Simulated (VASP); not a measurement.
# BiB (F-43m) in VASP: notebook

One crystal, BiB, is run at these levels: PBE; tasks: single point, relaxation of cell and atoms.

All numbers are computed with VASP 6.6.1; they aren't measurements. Logs are shortened: lines on timing, memory, paths and dates and some standing lists are left out, and cuts for length are marked.

## 1. The structure

The structure is cubic, space group F-43m (No. 216). The conventional cell has a = 5.520 Å, b = 5.520 Å, c = 5.520 Å, α = 90.00°, β = 90.00°, γ = 90.00°. B (site symmetry -43m) is surrounded by 4 Bi at 2.39 Å. Around Bi (site symmetry -43m) lie 4 B at 2.39 Å.

The cell was built by a generator and needn't be a form met in nature.

## 2. Single point, PBE

File INCAR:

```
PREC = Accurate
ENCUT = 520
EDIFF = 1E-6
ISMEAR = -1
SIGMA = 0.02
LREAL = False
LASPH = True
NELM = 60
ALGO = Fast
ISIF = 2
LWAVE = False
LCHARG = True
GGA = PE
LELF = True
LVHAR = True
NBANDS = 16
```

File KPOINTS:

```
regular mesh
0
Gamma
  8 8 8
```

File POSCAR:

```
BiB
1.0
    0.0000000000      2.7600269748      2.7600269748
    2.7600269748      0.0000000000      2.7600269748
    2.7600269748      2.7600269748      0.0000000000
B Bi
1 1
Direct
    0.0000000000      0.0000000000      0.0000000000
    0.2500000000      0.2500000000      0.2500000000
```

Potentials or basis: VASP PAW PBE potentials, release 64 (B, Bi_d).

Launch:

```sh
> cat potpaw_PBE.64/B/POTCAR potpaw_PBE.64/Bi_d/POTCAR > POTCAR
> mpirun -np 1 vasp_std > vasp.out
```

OUTCAR:

```text
PREC = Accurate
   ENCUT = 520
   EDIFF = 1E-6
   ISMEAR = -1
   LREAL = False
   LASPH = True
   NELM = 60
   ISIF = 2
   GGA = PE

 ion  position               nearest neighbor table
   1  0.000  0.000  0.000-   2 2.39   2 2.39   2 2.39   2 2.39
   2  0.250  0.250  0.250-   1 2.39   1 2.39   1 2.39   1 2.39

  LATTYP: Found a face centered cubic cell.
 ALAT       =     5.5200539496

  Lattice vectors:

 A1 = (   0.0000000000,   2.7600269748,   2.7600269748)
 A2 = (   2.7600269748,   0.0000000000,   2.7600269748)
 A3 = (   2.7600269748,   2.7600269748,   0.0000000000)

Analysis of symmetry for initial positions (statically):
=====================================================================
 Subroutine PRICEL returns:
 Original cell was already a primitive cell.

 Routine SETGRP: Setting up the symmetry group for a
 face centered cubic supercell.

 Subroutine GETGRP returns: Found 24 space group operations
 (whereof 24 operations were pure point group operations)
 out of a pool of 48 trial point group operations.

The static configuration has the point symmetry T_d .

Analysis of symmetry for dynamics (positions and initial velocities):
=====================================================================
 Subroutine PRICEL returns:
 Original cell was already a primitive cell.

 Routine SETGRP: Setting up the symmetry group for a
 face centered cubic supercell.

 Subroutine GETGRP returns: Found 24 space group operations
 (whereof 24 operations were pure point group operations)
 out of a pool of 48 trial point group operations.

The dynamic configuration has the point symmetry T_d .

 Subroutine INISYM returns: Found 24 space group operations
 (whereof 24 operations are pure point group operations),
 and found     1 'primitive' translations

----------------------------------------------------------------------------------------

                                     Primitive cell

  volume of cell :      42.0504

  direct lattice vectors                    reciprocal lattice vectors
     0.000000000  2.760026975  2.760026975    -0.181157650  0.181157650  0.181157650
     2.760026975  0.000000000  2.760026975     0.181157650 -0.181157650  0.181157650
     2.760026975  2.760026975  0.000000000     0.181157650  0.181157650 -0.181157650

  length of vectors
     3.903267580  3.903267580  3.903267580     0.313774254  0.313774254  0.313774254

  position of ions in fractional coordinates (direct lattice)
     0.000000000  0.000000000  0.000000000
     0.250000000  0.250000000  0.250000000

  ion indices of the primitive-cell ions
   primitive index   ion index
                 1           1
                 2           2

----------------------------------------------------------------------------------------

 KPOINTS: regular mesh

Automatic generation of k-mesh.
 Grid dimensions read from file:
 generate k-points for:    8    8    8

 Generating k-lattice:

  Cartesian coordinates                     Fractional coordinates (reciprocal lattice)
    -0.022644706  0.022644706  0.022644706     0.125000000  0.000000000  0.000000000
     0.022644706 -0.022644706  0.022644706     0.000000000  0.125000000  0.000000000
     0.022644706  0.022644706 -0.022644706     0.000000000  0.000000000  0.125000000

  Length of vectors
     0.039221782  0.039221782  0.039221782

  Shift w.r.t. Gamma in fractional coordinates (k-lattice)
     0.000000000  0.000000000  0.000000000

 Subroutine IBZKPT returns following result:
 ===========================================

 Found     29 irreducible k-points:

 Following reciprocal coordinates:
            Coordinates               Weight
  0.000000  0.000000  0.000000      1.000000
  0.125000  0.000000  0.000000      8.000000
  0.250000  0.000000  0.000000      8.000000
  0.375000  0.000000  0.000000      8.000000
  0.500000  0.000000  0.000000      4.000000
  0.125000  0.125000  0.000000      6.000000
[... 16 lines left out ...]
  0.500000  0.250000  0.125000     48.000000
 -0.375000  0.250000  0.125000     24.000000
 [... further k-points ...]
   k-points           NKPTS =     29   k-points in BZ     NKDIM =     29   number of bands    NBANDS=     16
   number of dos      NEDOS =    301   number of ions     NIONS =      2
   total plane-waves  NPLWV =  27000
   dimension x,y,z NGX =    30 NGY =   30 NGZ =   30
   dimension x,y,z NGXF=    60 NGYF=   60 NGZF=   60
   ions per type =               1   1
   NGX,Y,Z   is equivalent  to a cutoff of  12.78, 12.78, 12.78 a.u.
   NGXF,Y,Z  is equivalent  to a cutoff of  25.55, 25.55, 25.55 a.u.
 SYSTEM =  unknown system
   PREC   = accura    normal or accurate (medium, high low for compatibility)
   ISTART =      0    job   : 0-new  1-cont  2-samecut
   ICHARG =      2    charge: 1-file 2-atom 10-const
   ISPIN  =      1    spin polarized calculation?
   LNONCOLLINEAR =      F non collinear calculations
   LSORBIT =      F    spin-orbit coupling
   LASPH  =      T    aspherical Exc in radial PAW
   ENCUT  =  520.0 eV  38.22 Ry    6.18 a.u.   7.26  7.26  7.26*2*pi/ulx,y,z
   NELM   =     60;   NELMIN=  2; NELMDL= -5     # of ELM steps
   EDIFF  = 0.1E-05   stopping-criterion for ELM
   LREAL  =      F    real-space projection
   EDIFFG = 0.1E-04   stopping-criterion for IOM
   NSW    =      0    number of steps for IOM
   IBRION =     -1    ionic relax: 0-MD 1-quasi-New 2-CG
   NFREE  =      0    steps in history (QN), initial steepest desc. (CG)
   ISIF   =      2    stress and relaxation
   ISYM   =      2    0-nonsym 1-usesym 2-fastsym
   POTIM  = 0.5000    time-step for ionic-motion
   TEBEG  =    0.0;   TEEND  =   0.0 temperature during run
   PSTRESS=    0.0 pullay stress
   NELECT =      18.0000    total number of electrons
   NUPDOWN=      -1.0000    fix difference up-down
   EMIN   =  10.00;   EMAX   =-10.00  energy-range for DOS
   EFERMI =   0.00;   METHOD = LEGACY
   ISMEAR =    -1;   SIGMA  =   0.02  broadening in eV -4-tet -1-fermi 0-gaus
   EFERMI_NEDOS =   21; number of points for ismear=-14 and -15
   IALGO  =     68    algorithm
   IMIX   =      4    mixing-type and parameters
     AMIX     =   0.40;   BMIX     =  1.00
     AMIX_MAG =   1.60;   BMIX_MAG =  1.00
  volume/ion in A,a.u.               =      21.03       141.89
[... 39 lines left out ...]
      3     -16.1610      2.00000
      4     -16.0830      2.00000
      5     -16.0830      2.00000
      6      -7.0671      2.00000
[... 8 lines left out ...]
     15      17.4713      0.00000
     16      17.4713      0.00000

 k-point     2 :       0.1250    0.0000    0.0000
  band No.  band energies     occupation
      1     -16.1601      2.00000
      2     -16.1554      2.00000
      3     -16.1554      2.00000
      4     -16.0826      2.00000
      5     -16.0826      2.00000
      6      -6.8714      2.00000
[... 8 lines left out ...]
     15      16.5648      0.00000
     16      16.5648      0.00000

 k-point     3 :       0.2500    0.0000    0.0000
  band No.  band energies     occupation
      1     -16.1580      2.00000
      2     -16.1446      2.00000
      3     -16.1446      2.00000
      4     -16.0788      2.00000
      5     -16.0788      2.00000
      6      -6.3112      2.00000
[... 8 lines left out ...]
     15      16.2658      0.00000
     16      16.2658      0.00000

 k-point     4 :       0.3750    0.0000    0.0000
  band No.  band energies     occupation
      1     -16.1565      2.00000
      2     -16.1391      2.00000
      3     -16.1391      2.00000
      4     -16.0697      2.00000
      5     -16.0697      2.00000
      6      -5.5288      2.00000
[... 8 lines left out ...]
     15      17.1228      0.00000
     16      17.1228      0.00000

 k-point     5 :       0.5000    0.0000    0.0000
  band No.  band energies     occupation
      1     -16.1559      2.00000
      2     -16.1382      2.00000
      3     -16.1382      2.00000
      4     -16.0645      2.00000
      5     -16.0645      2.00000
      6      -5.0601      2.00000
[... 8 lines left out ...]
     15      18.0796      0.00000
     16      18.0796      0.00000

 k-point     6 :       0.1250    0.1250    0.0000
  band No.  band energies     occupation
      1     -16.1667      2.00000
      2     -16.1496      2.00000
      3     -16.1496      2.00000
      4     -16.0873      2.00000
      5     -16.0787      2.00000
      6      -6.8056      2.00000
[... 8 lines left out ...]
     15      15.0809      0.00000
     16      18.0763      0.00000

 k-point     7 :       0.2500    0.1250    0.0000
  band No.  band energies     occupation
      1     -16.1677      2.00000
      2     -16.1385      2.00000
      3     -16.1374      2.00000
      4     -16.0894      2.00000
      5     -16.0736      2.00000
      6      -6.3636      2.00000
[... 8 lines left out ...]
     15      16.0522      0.00000
     16      17.5885      0.00000

 k-point     8 :       0.3750    0.1250    0.0000
  band No.  band energies     occupation
      1     -16.1625      2.00000
      2     -16.1333      2.00000
      3     -16.1300      2.00000
      4     -16.0834      2.00000
      5     -16.0663      2.00000
      6      -5.6349      2.00000
[... 8 lines left out ...]
     15      16.5503      0.00000
     16      17.9632      0.00000

 k-point     9 :       0.5000    0.1250    0.0000
  band No.  band energies     occupation
      1     -16.1565      2.00000
      2     -16.1345      2.00000
      3     -16.1289      2.00000
      4     -16.0731      2.00000
      5     -16.0639      2.00000
      6      -4.9803      2.00000
[... 8 lines left out ...]
     15      17.2356      0.00000
     16      18.2815      0.00000
[... 172 lines left out ...]
 k-point    19 :       0.5000    0.3750    0.0000
  band No.  band energies     occupation
      1     -16.1893      2.00000
      2     -16.1124      2.00000
      3     -16.0888      2.00000
      4     -16.0875      2.00000
      5     -16.0574      2.00000
      6      -4.3701      2.00000
[... 8 lines left out ...]
     15      19.6102      0.00000
     16      19.8121      0.00000

 k-point    20 :      -0.3750    0.3750    0.0000
  band No.  band energies     occupation
      1     -16.1736      2.00000
      2     -16.1081      2.00000
      3     -16.0949      2.00000
      4     -16.0923      2.00000
      5     -16.0653      2.00000
      6      -4.2259      2.00000
[... 8 lines left out ...]
     15      18.1236      0.00000
     16      19.6746      0.00000

 k-point    21 :       0.5000    0.5000    0.0000
  band No.  band energies     occupation
      1     -16.1981      2.00000
      2     -16.1169      2.00000
      3     -16.0810      2.00000
      4     -16.0810      2.00000
      5     -16.0539      2.00000
      6      -4.1582      2.00000
[... 8 lines left out ...]
     15      19.8654      0.00000
     16      20.0463      0.00000

 k-point    22 :       0.3750    0.2500    0.1250
  band No.  band energies     occupation
      1     -16.1683      2.00000
      2     -16.1303      2.00000
      3     -16.1231      2.00000
      4     -16.0919      2.00000
      5     -16.0680      2.00000
      6      -5.8276      2.00000
[... 8 lines left out ...]
     15      17.3910      0.00000
     16      17.7032      0.00000

 k-point    23 :       0.5000    0.2500    0.1250
  band No.  band energies     occupation
      1     -16.1604      2.00000
      2     -16.1310      2.00000
      3     -16.1132      2.00000
      4     -16.0863      2.00000
      5     -16.0659      2.00000
      6      -5.0937      2.00000
[... 8 lines left out ...]
     15      17.6786      0.00000
     16      18.3424      0.00000

 k-point    24 :      -0.3750    0.2500    0.1250
  band No.  band energies     occupation
      1     -16.1548      2.00000
      2     -16.1334      2.00000
      3     -16.1109      2.00000
      4     -16.0801      2.00000
      5     -16.0673      2.00000
      6      -4.6661      2.00000
[... 8 lines left out ...]
     15      17.6282      0.00000
     16      18.3231      0.00000

 [... further k-points ...]

------------------------ aborting loop because EDIFF is reached ----------------------------------------

  FORCE on cell =-STRESS in cart. coord.  units (eV):
  Direction    XX          YY          ZZ          XY          YZ          ZX
  --------------------------------------------------------------------------------------
  -------------------------------------------------------------------------------------
  Total        0.0013629      0.0013629      0.0013629     -0.0000000     -0.0000000      0.0000000
  in kB        0.0519286      0.0519286      0.0519286     -0.0000000     -0.0000000      0.0000000
  external PRESSURE =       0.0519286 kB  Pullay stress =       0.0000000 kB

 VOLUME and BASIS-vectors are now :
 -----------------------------------------------------------------------------
  energy-cutoff  :      520.00
  volume of cell :       42.05
      direct lattice vectors                 reciprocal lattice vectors
     0.000000000  2.760026975  2.760026975    -0.181157650  0.181157650  0.181157650
     2.760026975  0.000000000  2.760026975     0.181157650 -0.181157650  0.181157650
     2.760026975  2.760026975  0.000000000     0.181157650  0.181157650 -0.181157650

 POSITION                                       TOTAL-FORCE (eV/Angst)
 -----------------------------------------------------------------------------------
      0.00000      0.00000      0.00000         0.000000      0.000000      0.000000
      1.38001      1.38001      1.38001        -0.000000     -0.000000     -0.000000
 -----------------------------------------------------------------------------------
    total drift:                                0.000000      0.000000      0.000000

  FREE ENERGIE OF THE ION-ELECTRON SYSTEM (eV)
  ---------------------------------------------------
  free  energy   TOTEN  =        -8.9925089278 eV

  energy  without entropy=       -8.9924819886  energy(sigma->0) =       -8.99249546
```

Wall time 23 s (1 thread of Intel Xeon Platinum 8488C (Sapphire Rapids), shared host); peak memory 0.17 GiB.

Results:

```
Free energy            : -8.9925 eV
Pressure               : 0.0 GPa
Band gap on the k mesh : 0.15 eV, direct
```

Caveat: spin-orbit coupling is left out, which as a rule narrows the gap of such compounds by several tenths of an eV.

## 3. Relaxation of cell and atoms, PBE

This run uses another cell than the first one, of 19.18 Å³/atom, 0.912 times its volume.

File INCAR:

```
SYSTEM = BiB
ALGO = Normal
EDIFF = 1E-6
EDIFFG = -0.005
ENCUT = 600
GGA = PE
IBRION = 2
ISIF = 3
ISMEAR = -1
LASPH = .True.
LCHARG = .False.
LREAL = .False.
LWAVE = .False.
NELM = 100
NSW = 80
PREC = Accurate
SIGMA = 0.02
```

File KPOINTS:

```
k-points
0
Gamma
  8 8 8
  0 0 0
```

File POSCAR:

```
BiB
1.0
    0.0000000000      2.6768267881      2.6768267881
    2.6768267881      0.0000000000      2.6768267881
    2.6768267881      2.6768267881      0.0000000000
B Bi
1 1
Direct
    0.0000000000      0.0000000000      0.0000000000
    0.2500000000      0.2500000000      0.2500000000
```

Potentials or basis: VASP PAW PBE potentials, release 64 (B, Bi_d).

Launch:

```sh
> cat potpaw_PBE.64/B/POTCAR potpaw_PBE.64/Bi_d/POTCAR > POTCAR
> mpirun -np 1 vasp_std > vasp.out
```

Run time: 47 s. Hardware: 1 thread of Intel Xeon Platinum 8488C (Sapphire Rapids), shared host; peak memory 0.18 GiB.

Results (log left out):

* Free energy: -8.9920 eV
* Relaxed volume: 21.03 Å³/atom
* Relaxed cell: a = 3.903 Å, b = 3.903 Å, c = 3.903 Å, α = 60.00°, β = 60.00°, γ = 60.00°
* Space group after relaxing (to 0.05 Å): F-43m (No. 216)
* Energy gained by relaxing: 44.0 meV/atom
* Ionic steps: 3
* Pressure after relaxing: 0.0 GPa
* Band gap on the k mesh: 0.15 eV, direct

The path:
```
step  energy change (eV)  largest force (eV/Å)  pressure (GPa)  volume (Å³)
   1              0.0000                0.0000            8.34        38.36
   2             -0.0662                0.0000           -3.16        44.18
   3             -0.0880                0.0000           -0.01        42.05
```

Final structure:
```
B Bi
1.0
     0.00000    2.76012    2.76012
     2.76012    0.00000    2.76012
     2.76012    2.76012    0.00000
B Bi
1 1
Direct
  0.00000 0.00000 0.00000
  0.25000 0.25000 0.25000
```

Levels at points of the mesh, in eV from the valence-band top:
| k point | band 6 | band 7 | band 8 | band 9 | band 10 | band 11 | band 12 | band 13 |
| --- | --- | --- | --- | --- | --- | --- | --- | --- |
| (0.00, 0.00, 0.00) | -14.00 | 0.00 | 0.00 | 0.00 | 0.15 | 2.78 | 2.78 | 2.78 |
| (0.50, 0.00, 0.00) | -12.00 | -7.59 | -1.57 | -1.57 | 0.35 | 4.14 | 4.14 | 6.01 |
| (0.50, 0.50, 0.00) | -11.09 | -7.74 | -3.39 | -3.39 | 0.89 | 0.98 | 8.30 | 8.53 |

Caveat: spin-orbit coupling is left out, which as a rule narrows the gap of such compounds by several tenths of an eV. A k mesh can miss the band edges.

## 4. Single point, PBE

This run uses another cell than the first one, of 20.68 Å³/atom, 0.984 times its volume.

File INCAR:

```
SYSTEM = BiB
PREC = Accurate ; ENCUT = 520
EDIFF = 1E-6 ; ISMEAR = -1
SIGMA = 0.02 ; LREAL = .FALSE.
LASPH = .TRUE. ; NELM = 100
ALGO = Fast ; ISIF = 2
LWAVE = .FALSE. ; LCHARG = .FALSE.
GGA = PE ; NBANDS = 16
```

File KPOINTS:

```
regular mesh
0
G
  8 8 8
  0 0 0
```

File POSCAR:

```
BiB
1.0
    0.0000000000      2.7448736709      2.7448736709
    2.7448736709      0.0000000000      2.7448736709
    2.7448736709      2.7448736709      0.0000000000
B Bi
1 1
Direct
    0.0000000000      0.0000000000      0.0000000000
    0.2500000000      0.2500000000      0.2500000000
```

Launch:

```sh
> cat potpaw_PBE.64/B/POTCAR potpaw_PBE.64/Bi_d/POTCAR > POTCAR
> mpirun -np 1 vasp_std > vasp.out
```

Run time: 25 s. Hardware: 1 thread of Intel Xeon Platinum 8488C (Sapphire Rapids), shared host; peak memory 0.16 GiB.

The run converged. Its results:

```
Free energy            : -8.9896 eV
Pressure               : 1.3 GPa
Band gap on the k mesh : 0.28 eV, direct
```

Levels at points of the mesh, in eV from the valence-band top:
| k point | band 7 | band 8 | band 9 | band 10 | band 11 | band 12 |
| --- | --- | --- | --- | --- | --- | --- |
| (0.00, 0.00, 0.00) | 0.00 | 0.00 | 0.00 | 0.28 | 2.81 | 2.81 |
| (0.50, 0.00, 0.00) | -7.68 | -1.60 | -1.60 | 0.41 | 4.17 | 4.17 |
| (0.50, 0.50, 0.00) | -7.82 | -3.46 | -3.46 | 0.88 | 0.97 | 8.36 |

Caveat: spin-orbit coupling is left out, which as a rule narrows the gap of such compounds by several tenths of an eV.

## 5. Single point, PBE, non-collinear spin, zero start, spin-orbit coupling

This run uses another cell than the first one, of 20.68 Å³/atom, 0.984 times its volume.

File INCAR:

```
SYSTEM = BiB
  PREC = Accurate
  ENCUT = 520
  EDIFF = 1E-7
  ISMEAR = -1
  SIGMA = 0.02
  LREAL = .False.
  LASPH = .True.
  NELM = 150
  ALGO = Normal
  ISIF = 2
  LWAVE = .False.
  LCHARG = .True.
  MAGMOM = 0 0 0 0 0 0
  LORBIT = 11
  LSORBIT = .True.
  GGA_COMPAT = .False.
  LORBMOM = .True.
  GGA = PE
  LVHAR = .True.
  NBANDS = 30
```

File KPOINTS:

```
Automatic mesh
0
Gamma
  8 8 8
  0 0 0
```

POSCAR is that of step 4.

Launch:

```sh
> cat potpaw_PBE.64/B/POTCAR potpaw_PBE.64/Bi_d/POTCAR > POTCAR
> mpirun -np 1 vasp_ncl > vasp.out
```

Run time: 2.3 min. Hardware: 1 thread of Intel Xeon Platinum 8488C (Sapphire Rapids), shared host; peak memory 0.32 GiB.

The run converged. Its results:

```
Free energy                                           : -9.6639 eV
Pressure                                              : 1.4 GPa
Net moment                                            : 0.00 μB per cell
Valence electrons inside the program's atomic spheres : B 1.67; Bi 12.99
```

Moments on the atoms (μB; x, y, z):
```
B   0.00 0.00 0.00
Bi  0.00 0.00 0.00
```

## 6. Overview

```tsv
task	spin	cell	cutoff (eV)	gap on the mesh (eV)	pressure (GPa)
single point	off	F-43m, 21.03 Å³/atom	520	0.15	0.0
relaxation of cell and atoms	off	relaxed	600	0.15	0.0
single point	off	F-43m, 20.68 Å³/atom	520	0.28	1.3
single point	non-collinear, zero start, SOC	F-43m, 20.68 Å³/atom	520	-	1.4
```

Alike in all rows: level PBE; potentials or basis VASP PAW PBE potentials, release 64 (B, Bi_d); k mesh 8 × 8 × 8; smearing fermi-dirac 0.02 eV.

Caveats: spin-orbit coupling is left out, which as a rule narrows the gap of such compounds by several tenths of an eV (some runs).

Absolute energies hang on the potentials; compare differences alone.
